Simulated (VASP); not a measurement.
Here is the system:

```
CELL_PARAMETERS angstrom
      1.92253    -3.32992     0.00000
      1.92253     3.32992     0.00000
      0.00000     0.00000     6.29646
ATOMIC_POSITIONS crystal
  Zn 0.66667 0.33333 0.50017
  Zn 0.33333 0.66667 0.00017
  S  0.66667 0.33333 0.87483
  S  0.33333 0.66667 0.37483
```

Calculation: revTPSS meta-GGA, VASP's PBE PAW potentials (set 64) (plane waves; VASP). Numerical set-up: 520 eV cut-off, 7×7×4 Γ-centred mesh, Gaussian smearing of 0.050 eV, potentials Zn S.

Give the stress tensor in GPa (positive for a compressed cell).

```
-1.99   0.00   0.00
 0.00  -1.99   0.00
 0.00   0.00  -2.00
```
The pressure is its mean diagonal, -1.99 GPa.

The compound is ZnS in the wurtzite structure, the high-temperature form. This cell is one point of a volume scan, at 1.03 of the reference volume.
